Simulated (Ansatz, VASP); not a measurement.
# SrTiO3 in two plane-wave programs, part 2 of 2

Wanted: the spread between two codes on one cell, functional and k mesh. The structure shown is the end of the Ansatz relaxation below.

VASP 6.6.1 and Ansatz 0.2.0.

So far: The starting structure; Ansatz: relaxation, PBEsol; VASP: single point, PBEsol, pair 1; Differences.

## (6) VASP: single point, PBEsol, pair 2

Level of this step: PBEsol, no spin polarisation; plane waves and PAW (Sr_sv, Ti_sv, O) (VASP).

The same cell, functional, mesh and smearing now go to VASP, with its own data sets.

File INCAR:

```
SYSTEM = SrTiO3
PREC = Accurate
ENCUT = 600
EDIFF = 1E-06
NELM = 120
ISMEAR = -1
SIGMA = 0.02
LREAL = .FALSE.
ALGO = Normal
GGA = PS
NBANDS = 26
LASPH = .TRUE.
LORBIT = 11
LWAVE = .FALSE.
LCHARG = .FALSE.
ISIF = 2
GGA_COMPAT = .FALSE.
EFERMI = MIDGAP
KPAR = 2
```

File POSCAR:

```
SrTiO3
1.0
    3.8584773373      0.0000000000      0.0000000000
    0.0000000000      3.8584773373      0.0000000000
    0.0000000000      0.0000000000      3.8584773373
Sr Ti O
1 1 3
Direct
    0.0000000000      0.0000000000      0.0000000000
    0.5000000000      0.5000000000      0.5000000000
    0.5000000000      0.5000000000      0.0000000000
    0.5000000000      0.0000000000      0.5000000000
    0.0000000000      0.5000000000      0.5000000000
```

File KPOINTS:

```
Automatic mesh
0
Gamma
7 7 7
0 0 0
```

The projector-augmented-wave data sets are Sr_sv, Ti_sv and O (PBE family, release 64).

The run is started by

```bash
$ mpirun -np 2 vasp_std
```

Numbers of over 12 decimals in the logs are rounded to 6 here.

What it wrote:

```text
[banner, memory and clock lines left out]
running    2 mpi-ranks, on    1 nodes
[...]
[... a notice as in an earlier step ...]

 LDA part: xc-table for (Slater+PW92), standard interpolation
 POSCAR, INCAR and KPOINTS ok, starting setup
[...]
entering main loop
       N       E                     dE             d eps       ncg     rms          rms(c)
DAV:   1     0.467796309745E+03    0.46780E+03   -0.23491E+04  1040   0.191E+03
DAV:   2     0.153639531026E+01   -0.46626E+03   -0.44940E+03  1146   0.493E+02
DAV:   3    -0.488879137031E+02   -0.50424E+02   -0.50062E+02  1416   0.152E+02
DAV:   4    -0.514173198958E+02   -0.25294E+01   -0.25258E+01  1574   0.301E+01
[...]
DAV:  14    -0.419909078839E+02    0.37671E-06   -0.21548E-04  1338   0.192E-01    0.252E-02
DAV:  15    -0.419909011386E+02    0.67452E-05   -0.53881E-05  1304   0.778E-02    0.169E-02
DAV:  16    -0.419909011177E+02    0.20936E-07   -0.92747E-06  1364   0.286E-02
   1 F= -.41990901E+02 E0= -.41990901E+02  d E =-.180464E-22
```

Parts of OUTCAR (step 6):

```text
  Total        1.9849940      1.9849940      1.9849940     -0.0000000      0.0000000      0.0000000
  in kB       55.3632950     55.3632950     55.3632950     -0.0000000      0.0000000      0.0000000
  external PRESSURE =      55.3632950 kB  Pullay stress =       0.0000000 kB

 POSITION                                       TOTAL-FORCE (eV/Angst)
 -----------------------------------------------------------------------------------
      0.00000      0.00000      0.00000         0.000000      0.000000      0.000000
      1.92924      1.92924      1.92924         0.000000      0.000000      0.000000
      1.92924      1.92924      0.00000         0.000000      0.000000      0.000000
      1.92924      0.00000      1.92924         0.000000      0.000000      0.000000
      0.00000      1.92924      1.92924         0.000000      0.000000      0.000000
 -----------------------------------------------------------------------------------
    total drift:                                0.000000     -0.000000     -0.000000

  FREE ENERGIE OF THE ION-ELECTRON SYSTEM (eV)
  ---------------------------------------------------
  free  energy   TOTEN  =       -41.9909011177 eV

  energy  without entropy=      -41.9909011177  energy(sigma->0) =      -41.99090112

[... 1 part as in an earlier step ...]

[... 2 further parts left out ...]
[key lines of the parts left out:]
E-fermi :   5.2203
```

The run ends at a pressure of 5.54 GPa.

## (7) Comparison

The two programs side by side:

```csv
quantity,Ansatz,VASP,difference
pressure (GPa),5.01,5.54,-0.53
gap on the k mesh (eV),1.971,1.932,+0.039
```

A gap on the mesh is an upper bound, since the band edges may lie between its points.

## (8) Ansatz: relaxation, PBEsol

This run makes the geometry at which the two programs are then compared. The cell compared in this pair holds 54.98 Å³, against 57.44 Å³ for the pair before.

The structure compared here is the end of the Ansatz relaxation.

File input.yaml:

```yaml
crystal:
  lattice:
    - [3.8913452921, 0.0, 0.0]
    - [0.0, 3.8913452921, 0.0]
    - [0.0, 0.0, 3.8913452921]
  atoms:
    - { symbol: Sr, position: [0.0, 0.0, 0.0] }
    - { symbol: Ti, position: [0.5, 0.5, 0.5] }
    - { symbol: O, position: [0.5, 0.5, 0.0] }
    - { symbol: O, position: [0.5, 0.0, 0.5] }
    - { symbol: O, position: [0.0, 0.5, 0.5] }
kpoints:
  mp_grid: { grid: [7, 7, 7] }
scf:
  occupations: { method: fermi_dirac, width: 0.02 }
hamiltonian:
  xc: pbesol
  pseudopotentials: { kind: paw, azcp: { folder: soft_1 }, xc_functional: pbe }
basis:
  ecutwfc: 600
output:
  forces: true
  stress: true
  write_density: true
  write_potential: true
  elf: true
  volumetric_format: npy
relax:
  f_tol: 0.005
  max_steps: 70
  cell: { stress_tol: 0.02, p_target: 15 }
```

The run is started by

```bash
$ ansatz run input.yaml --threads 3 --pin off --max-ram 5120MiB --backend cpu --events-out ev --progress --plain --runs-dir out
```

What it wrote:

```text
[...]
Crystal: 5 atoms, lattice volume = 58.925 Å³
Basis set: ecut = 600 eV, 1935 PW (Γ), exchange–correlation on 64×64×64 points (8 copies of the dense FFT grid, shifted against one another)
Bands: 25, of which v1, the nominal top of the filled ones, is band 20 counted from 1 (19 counted from 0)
Symmetry: 48 space group operations
[...]
k-points: 20 of 343
[...]
--- Relaxed structure (4 steps of the walk, 4 accepted, 1 SCFs on fresh bases) ---
[...]
cell:  # Å, volume = 54.9842 Å³
    - [3.802589, 0, 0]
    - [0, 3.802589, 0]
    - [0, 0, 3.802589]
  atoms:
    - { symbol: Sr, position: [0, 0, 0] }
    - { symbol: Ti, position: [0.5, 0.5, 0.5] }
    - { symbol: O, position: [0.5, 0.5, 0] }
    - { symbol: O, position: [0.5, 0, 0.5] }
    - { symbol: O, position: [0, 0.5, 0.5] }
[key lines of the parts left out:]
SCF converged after 6 iterations
Free energy (F): -7657.113145 eV
Fermi energy:    11.942939 eV
P = ⅓ Tr σ = 14.9973 GPa (149.973 kbar)
```

## (9) VASP: single point, PBEsol, pair 3

The same cell, functional, mesh and smearing now go to VASP, with its own data sets.

INCAR is that of step 6.

Changes to POSCAR since step 6:

```diff
@@ -2,5 +2,5 @@
 1.0
-    3.8584773373      0.0000000000      0.0000000000
-    0.0000000000      3.8584773373      0.0000000000
-    0.0000000000      0.0000000000      3.8584773373
+    3.8025889135      0.0000000000      0.0000000000
+    0.0000000000      3.8025889135      0.0000000000
+    0.0000000000      0.0000000000      3.8025889135
 Sr Ti O
```

KPOINTS is that of step 6.

The run is started by

```bash
$ mpirun -np 2 vasp_std
```

What it wrote:

```text
[... set-up lines as in an earlier step ...]
 entering main loop
       N       E                     dE             d eps       ncg     rms          rms(c)
DAV:   1     0.482291286489E+03    0.48229E+03   -0.23817E+04  1040   0.193E+03
DAV:   2     0.433858506506E+01   -0.47795E+03   -0.46112E+03  1156   0.500E+02
DAV:   3    -0.488100389278E+02   -0.53149E+02   -0.51518E+02  1442   0.153E+02
DAV:   4    -0.510840087142E+02   -0.22740E+01   -0.22705E+01  1528   0.292E+01
[...]
DAV:  15    -0.418259140150E+02    0.31936E-05   -0.85069E-05  1314   0.803E-02    0.204E-02
DAV:  16    -0.418259121797E+02    0.18352E-05   -0.10282E-05  1358   0.387E-02    0.451E-03
DAV:  17    -0.418259120918E+02    0.87991E-07   -0.11133E-06   832   0.867E-03
   1 F= -.41825912E+02 E0= -.41825912E+02  d E =0.000000E+00
```

OUTCAR, selected parts (step 9):

```text
  Total        5.3480502      5.3480502      5.3480502     -0.0000000     -0.0000000      0.0000000
  in kB      155.8360487    155.8360487    155.8360487     -0.0000000     -0.0000000      0.0000000
  external PRESSURE =     155.8360487 kB  Pullay stress =       0.0000000 kB

 POSITION                                       TOTAL-FORCE (eV/Angst)
 -----------------------------------------------------------------------------------
      0.00000      0.00000      0.00000         0.000000      0.000000      0.000000
      1.90129      1.90129      1.90129         0.000000      0.000000      0.000000
      1.90129      1.90129      0.00000         0.000000      0.000000      0.000000
      1.90129      0.00000      1.90129         0.000000      0.000000      0.000000
      0.00000      1.90129      1.90129         0.000000      0.000000      0.000000
 -----------------------------------------------------------------------------------
    total drift:                                0.000000      0.000000     -0.000000

  FREE ENERGIE OF THE ION-ELECTRON SYSTEM (eV)
  ---------------------------------------------------
  free  energy   TOTEN  =       -41.8259120918 eV

  energy  without entropy=      -41.8259120918  energy(sigma->0) =      -41.82591209

[... 1 part as in an earlier step ...]

[... 2 further parts left out ...]
[key lines of the parts left out:]
E-fermi :   5.6316
```

The run ends at a pressure of 15.58 GPa.

## (10) Comparison

Compared:

```csv
quantity,Ansatz,VASP,difference
pressure (GPa),15.00,15.58,-0.59
gap on the k mesh (eV),2.050,2.008,+0.042
```

A gap on the mesh is an upper bound, since the band edges may lie between its points.

## (11) Summary of results

| Item | Value |
| --- | --- |
| difference in gap on the k mesh (single point, PBEsol, pair 1) | 0.041 eV |
| difference in pressure (single point, PBEsol, pair 1) | -0.55 GPa |
| difference in gap on the k mesh (single point, PBEsol, pair 2) | 0.039 eV |
| difference in pressure (single point, PBEsol, pair 2) | -0.53 GPa |
| difference in gap on the k mesh (single point, PBEsol, pair 3) | 0.042 eV |
| difference in pressure (single point, PBEsol, pair 3) | -0.59 GPa |

In words: The difference in pressure is -0.59 GPa (single point, PBEsol, pair 3), within the 1 GPa picked in this series as the mark of a large difference. 3 further runs of this series are not shown here. Such differences can come from data sets, numerical settings and the points named under the comparisons, not from the functional's error against experiment.

[Lines on the potential files, build, host, timing and source positions are cut from VASP's logs without a mark.]

[Logs are printed without paths, hosts, clocks, repeated set-up lines and the standing remarks that a program may print on its own settings, such as how far it seeks lower states.]

[Hosts, paths, dates, database ids (printed as entryN), source tags and the programs' standing remarks are cut or masked in the printed files.]
